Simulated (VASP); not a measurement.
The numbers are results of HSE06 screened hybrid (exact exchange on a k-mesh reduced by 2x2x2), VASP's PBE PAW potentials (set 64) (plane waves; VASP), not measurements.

A VASP calculation is set up with these files.

### INCAR
```
# general
SYSTEM    =  GaP
PREC      =  Normal
ENCUT     =  400
LREAL     =  .False.
LASPH     =  .True.
ISYM      =  3

# electronic loop
EDIFF     =  1E-5
NELM      =  50
NELMIN    =  4
ALGO      =  Normal
LMAXMIX   =  4

# smearing
ISMEAR    =  0
SIGMA     =  0.05

# functional
GGA       =  PE
LHFCALC   =  .True.
AEXX      =  0.25
HFSCREEN  =  0.2
PRECFOCK  =  Fast

# ions
ISIF      =  0

# output
LWAVE     =  .False.
LCHARG    =  .False.

# other
NKREDX    =  2
NKREDY    =  2
NKREDZ    =  2
```

**KPOINTS**
```
Automatic mesh
0
Gamma
8 8 8
0 0 0
```

### POSCAR
```
GaP
1
    0.0000000000     2.7667773021     2.7667773021
    2.7667773021     0.0000000000     2.7667773021
    2.7667773021     2.7667773021     0.0000000000
Ga P
1 1
Direct
  0.0000000000   0.0000000000   0.0000000000
  0.2500000000   0.2500000000   0.2500000000
```

POTCAR, in this order: Ga P (PBE.64 set). Program: vasp_std. Read from the step before: WAVECAR.

Output of the run:

OUTCAR:
```
 ion  position               nearest neighbor table
   1  0.000  0.000  0.000-   2 2.40   2 2.40   2 2.40   2 2.40
   2  0.250  0.250  0.250-   1 2.40   1 2.40   1 2.40   1 2.40
  LATTYP: Found a face centered cubic cell.
 ALAT       =     5.5335546042
 Subroutine PRICEL returns:
 Original cell was already a primitive cell.
 Subroutine GETGRP returns: Found 24 space group operations
The static configuration has the point symmetry T_d .
The dynamic configuration has the point symmetry T_d .
 Subroutine INISYM returns: Found 24 space group operations
 Subroutine IBZKPT returns following result:
 Found     29 irreducible k-points:

 Following reciprocal coordinates:
            Coordinates               Weight
  0.000000  0.000000  0.000000      1.000000
  0.125000  0.000000  0.000000      8.000000
  0.250000  0.000000  0.000000      8.000000
  0.375000  0.000000  0.000000      8.000000
  0.500000  0.000000  0.000000      4.000000
  0.125000  0.125000  0.000000      6.000000
  0.250000  0.125000  0.000000     24.000000
  0.375000  0.125000  0.000000     24.000000
  0.500000  0.125000  0.000000     24.000000
 -0.375000  0.125000  0.000000     24.000000
 -0.250000  0.125000  0.000000     24.000000
 -0.125000  0.125000  0.000000     12.000000
  0.250000  0.250000  0.000000      6.000000
  0.375000  0.250000  0.000000     24.000000
  0.500000  0.250000  0.000000     24.000000
 -0.375000  0.250000  0.000000     24.000000
 -0.250000  0.250000  0.000000     12.000000
  0.375000  0.375000  0.000000      6.000000
  0.500000  0.375000  0.000000     24.000000
 -0.375000  0.375000  0.000000     12.000000
  0.500000  0.500000  0.000000      3.000000
  0.375000  0.250000  0.125000     24.000000
  0.500000  0.250000  0.125000     48.000000
 -0.375000  0.250000  0.125000     24.000000
  0.500000  0.375000  0.125000     24.000000
 -0.375000  0.375000  0.125000     48.000000
 -0.250000  0.375000  0.125000     24.000000
 -0.375000  0.500000  0.125000     12.000000
 -0.250000  0.500000  0.250000      6.000000
 Subroutine IBZKPT_HF returns following result:
   k-points           NKPTS =     29   k-points in BZ     NKDIM =    512   number of bands    NBANDS=      8
   number of dos      NEDOS =    301   number of ions     NIONS =      2
   total plane-waves  NPLWV =   8000
   dimension x,y,z NGX =    20 NGY =   20 NGZ =   20
   dimension x,y,z NGXF=    40 NGYF=   40 NGZF=   40
   ions per type =               1   1
   PREC   = normal    normal or accurate (medium, high low for compatibility)
   ISTART =      1    job   : 0-new  1-cont  2-samecut
   ICHARG =      0    charge: 1-file 2-atom 10-const
   ISPIN  =      1    spin polarized calculation?
   LNONCOLLINEAR =      F non collinear calculations
   LSORBIT =      F    spin-orbit coupling
   INIWAV =      1    electr: 0-lowe 1-rand  2-diag
   ENCUT  =  400.0 eV  29.40 Ry    5.42 a.u.   6.38  6.38  6.38*2*pi/ulx,y,z
   NELM   =     50;   NELMIN=  4; NELMDL=  0     # of ELM steps
   EDIFF  = 0.1E-04   stopping-criterion for ELM
   LREAL  =      F    real-space projection
   NLSPLINE    = F    spline interpolate recip. space projectors
   LMAXMIX     =    4 max onsite mixed and CHGCAR
   VOSKOWN=      0    Vosko Wilk Nusair interpolation
   EDIFFG = 0.1E-03   stopping-criterion for IOM
   NSW    =      0    number of steps for IOM
   NBLOCK =      1;   KBLOCK =      1    inner block; outer block
   IBRION =     -1    ionic relax: 0-MD 1-quasi-New 2-CG
   NFREE  =      0    steps in history (QN), initial steepest desc. (CG)
   ISIF   =      0    stress and relaxation
   ISYM   =      3    0-nonsym 1-usesym 2-fastsym
   TEIN   =    0.0    initial temperature
   TEBEG  =    0.0;   TEEND  =   0.0 temperature during run
...
```

File OSZICAR:
```
       N       E                     dE             d eps       ncg     rms          rms(c)
DAV:   1    -0.108250791594E+02   -0.10825E+02   -0.59416E-01   520   0.682E+00    0.189E+00
DAV:   2    -0.108278388912E+02   -0.27597E-02   -0.77627E-03   656   0.661E-01    0.126E+00
DAV:   3    -0.108267014224E+02    0.11375E-02   -0.62748E-04   664   0.170E-01    0.719E-01
DAV:   4    -0.108262777383E+02    0.42368E-03   -0.24566E-04   608   0.976E-02    0.397E-01
DAV:   5    -0.108261316570E+02    0.14608E-03   -0.71037E-05   632   0.554E-02    0.217E-01
DAV:   6    -0.108260805803E+02    0.51077E-04   -0.20827E-05   512   0.325E-02    0.118E-01
DAV:   7    -0.108260626150E+02    0.17965E-04   -0.65358E-06   280   0.191E-02    0.643E-02
DAV:   8    -0.108260563037E+02    0.63113E-05   -0.28023E-06   272   0.127E-02
   1 F= -.10826056E+02 E0= -.10826056E+02  d E =-.352069E-11
```

### OUTCAR
```
------------------------ aborting loop because EDIFF is reached ----------------------------------------
  volume of cell :       42.36
      direct lattice vectors                 reciprocal lattice vectors
     0.000000000  2.766777302  2.766777302    -0.180715665  0.180715665  0.180715665
     2.766777302  0.000000000  2.766777302     0.180715665 -0.180715665  0.180715665
     2.766777302  2.766777302  0.000000000     0.180715665  0.180715665 -0.180715665
  FREE ENERGIE OF THE ION-ELECTRON SYSTEM (eV)
  ---------------------------------------------------
  free  energy   TOTEN  =       -10.8260563037 eV

  energy  without entropy=      -10.8260563037  energy(sigma->0) =      -10.82605630

  exchange ACFDT corr.  =         0.00000000  see jH, gK, PRB 81, 115126
```
(Selected blocks of OUTCAR.)

OUTCAR:
```
 val. band max:        2.4473013802   @ k =   0.0000   0.0000   0.0000

 cond. band min:       4.8831683503   @ k =   0.5000   0.0000   0.0000


 Fermi energy:         2.6574463539

 k-point     1 :       0.0000    0.0000    0.0000
  band No.  band energies     occupation
      1     -10.9413      2.00000
      2       2.4473      2.00000
      3       2.4473      2.00000
      4       2.4473      2.00000
      5       4.9261      0.00000
      6       7.2923      0.00000
      7       7.2923      0.00000
      8       7.2923      0.00000

 k-point     2 :       0.1250    0.0000    0.0000
  band No.  band energies     occupation
      1     -10.7443      2.00000
      2       0.8309      2.00000
      3       2.2335      2.00000
      4       2.2335      2.00000
      5       5.6385      0.00000
      6       7.6319      0.00000
      7       7.6319      0.00000
      8       7.7754      0.00000

 k-point     3 :       0.2500    0.0000    0.0000
  band No.  band energies     occupation
      1     -10.1865      2.00000
      2      -1.5952      2.00000
      3       1.7896      2.00000
      4       1.7896      2.00000
      5       5.3903      0.00000
      6       8.1657      0.00000
      7       8.1657      0.00000
      8       9.6766      0.00000

 k-point     4 :       0.3750    0.0000    0.0000
  band No.  band energies     occupation
      1      -9.4067      2.00000
      2      -3.5925      2.00000
      3       1.4411      2.00000
      4       1.4411      2.00000
      5       5.0243      0.00000
      6       8.2117      0.00000
      7       8.2117      0.00000
      8      11.4350      0.00000

 k-point     5 :       0.5000    0.0000    0.0000
  band No.  band energies     occupation
      1      -8.9566      2.00000
      2      -4.4666      2.00000
      3       1.3156      2.00000
      4       1.3156      2.00000
      5       4.8832      0.00000
      6       8.1430      0.00000
      7       8.1430      0.00000
...
```

Exact exchange is summed on a reduced mesh (NKRED).

The compound is GaP in the zinc blende structure. It was relaxed first. The cell's shape comes from a PBE relaxation.
